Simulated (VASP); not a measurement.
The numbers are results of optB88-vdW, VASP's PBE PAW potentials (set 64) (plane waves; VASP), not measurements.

VASP ran on this input.

File KPOINTS:
```
Regular mesh
0
Gamma
  10 10 8
```

### POSCAR
```
ZrB2
1.0
  1.5837116038  -2.7430694310   0.0000000000
  1.5837116038   2.7430694310   0.0000000000
  0.0000000000   0.0000000000   3.5656672452
Zr B
1 2
Cart
  3.1674232076   0.0000000000   0.0000000000
  1.5837116038   0.9143583057   1.7828336226
  1.5837116038  -0.9143583057   1.7828336226
```

**INCAR**
```
SYSTEM = ZrB2
PREC = Accurate; ENCUT = 520; LREAL = .FALSE.
LASPH = .TRUE.
EDIFF = 1E-6; NELM = 100; ALGO = Normal
LMAXMIX = 4
ISMEAR = 1; SIGMA = 0.1
GGA = BO; LUSE_VDW = .TRUE.; AGGAC = 0.0
PARAM1 = 0.1833333333; PARAM2 = 0.22
IBRION = 2; NSW = 60; ISIF = 3
EDIFFG = -0.02
LWAVE = .FALSE.; LCHARG = .FALSE.
```

POTCAR, in this order: Zr_sv B (PBE.64 set). Program: vasp_std.

Output of the run:

OSZICAR:
```
       N       E                     dE             d eps       ncg     rms          rms(c)
DAV:   1     0.113613627143E+03    0.11361E+03   -0.98432E+03  1820   0.138E+03
DAV:   2    -0.180708716238E+02   -0.13168E+03   -0.12748E+03  2133   0.337E+02
DAV:   3    -0.234554572092E+02   -0.53846E+01   -0.53184E+01  3034   0.591E+01
DAV:   4    -0.235397911665E+02   -0.84334E-01   -0.84308E-01  2260   0.704E+00
DAV:   5    -0.235418403811E+02   -0.20492E-02   -0.20492E-02  2846   0.807E-01    0.206E+01
DAV:   6    -0.207246981627E+02    0.28171E+01   -0.86093E+00  2165   0.200E+01    0.821E+00
DAV:   7    -0.207086668429E+02    0.16031E-01   -0.88809E-01  2738   0.602E+00    0.314E+00
DAV:   8    -0.207141779006E+02   -0.55111E-02   -0.10166E-01  2231   0.304E+00    0.738E-01
DAV:   9    -0.207110356343E+02    0.31423E-02   -0.17985E-02  2335   0.109E+00    0.130E-01
DAV:  10    -0.207110238679E+02    0.11766E-04   -0.85141E-04  2384   0.254E-01    0.464E-02
DAV:  11    -0.207110436721E+02   -0.19804E-04   -0.38324E-05  2262   0.731E-02    0.160E-02
DAV:  12    -0.207110438800E+02   -0.20781E-06   -0.49268E-06  2237   0.228E-02
   1 F= -.20711044E+02 E0= -.20710968E+02  d E =-.207110E+02
```

File OUTCAR:
```
------------------------ aborting loop because EDIFF is reached ----------------------------------------
  FORCE on cell =-STRESS in cart. coord.  units (eV):
  Direction    XX          YY          ZZ          XY          YZ          ZX
  --------------------------------------------------------------------------------------
  Total       -0.0064017     -0.0064017     -0.0021687      0.0000000      0.0000000      0.0000000
  in kB       -0.3310743     -0.3310744     -0.1121546      0.0000000      0.0000000      0.0000000
  external PRESSURE =      -0.2581011 kB  Pullay stress =       0.0000000 kB
  volume of cell :       30.98
      direct lattice vectors                 reciprocal lattice vectors
     1.583711604 -2.743069431  0.000000000     0.315714047 -0.182277559  0.000000000
     1.583711604  2.743069431  0.000000000     0.315714047  0.182277559  0.000000000
     0.000000000  0.000000000  3.565667245     0.000000000  0.000000000  0.280452418
 POSITION                                       TOTAL-FORCE (eV/Angst)
 -----------------------------------------------------------------------------------
      0.00000      0.00000      0.00000         0.000000     -0.000000     -0.000000
      1.58371      0.91436      1.78283        -0.000000     -0.000000     -0.000000
      1.58371     -0.91436      1.78283         0.000000      0.000000      0.000000
 -----------------------------------------------------------------------------------
    total drift:                               -0.000000     -0.000000      0.000000
  FREE ENERGIE OF THE ION-ELECTRON SYSTEM (eV)
  ---------------------------------------------------
  free  energy   TOTEN  =       -20.7110438800 eV

  energy  without entropy=      -20.7108154541  energy(sigma->0) =      -20.71096774

 reached required accuracy - stopping structural energy minimisation
```
(Selected blocks of OUTCAR.)

The compound is ZrB2 in the AlB2 type structure. It was relaxed first. The start is the result of an earlier pass.
